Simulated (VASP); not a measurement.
Given:

```
BaSi2
1.0
    0.00000     4.42593     5.51316
    3.29112     0.00000     5.51316
    3.29112     4.42593     0.00000
Si Ba
4 2
Direct
  0.62685   0.37315   0.62685
  0.37315   0.62685   0.37315
  0.62315   0.87685   0.62315
  0.87685   0.62315   0.87685
  0.00000   0.00000   0.00000
  0.25000   0.25000   0.25000
```

The numbers are results of PBEsol GGA, VASP's PBE PAW potentials (set 64) (plane waves; VASP 6.6.1), not measurements. Run with 400 eV cut-off, Gaussian smearing of 0.050 eV, potentials Si Ba_sv.

Unless said otherwise, spin-orbit coupling is left out, though it shifts the bands of the heavy elements here.

### Question
Estimate the band gap (along the path) with the smallest direct gap where there is one.

### Answer

```yaml
band gap (along the path): none (metal, semimetal or under 0.01 eV)
```

Total energies compare only between runs with the same potentials, cut-off and functional.

The structure was generated: BaSi2 was put into the C54 type (Fddd), which need not be its known phase. It was relaxed first.
